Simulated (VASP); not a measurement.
Crystal: SrTiO3.

```
Sr Ti O
1.0
     3.93988    0.00000    0.00000
     0.00000    3.93988    0.00000
     0.00000    0.00000    3.93988
Sr Ti O
1 1 3
Direct
  0.00000 0.00000 0.00000
  0.50000 0.50000 0.50000
  0.50000 0.00000 0.50000
  0.50000 0.50000 0.00000
  0.00000 0.50000 0.50000
```

The cell is a database's computed one.

Program: VASP 6.6.1. Alike in all runs: potentials or basis VASP PAW PBE potentials, release 64 (Sr_sv, Ti_sv, O); no spin polarisation; cell as given; smearing gaussian 0.02 eV. Hardware: 4 MPI ranks on AMD EPYC 9R45 96-Core Processor (Zen 5), with other jobs on the host.

Task: Order these runs on this cell by their wall time, lowest first.
A. task band structure; level PBE; k mesh 10 × 10 × 10; cutoff (eV) 600
B. task dielectric tensor; level PBE; k mesh 9 × 9 × 9; cutoff (eV) 450
C. task band structure; level HSE06; k mesh 6 × 6 × 6; cutoff (eV) 450; grid for exact exchange (PRECFOCK) Fast; screening parameter 0.2 1/A
D. task band structure; level r2SCAN; k mesh 10 × 10 × 10; cutoff (eV) 450

Result: A (28 s), D (85 s), B (680 s), C (3500 s).

Caveats: some modes are imaginary (some runs).
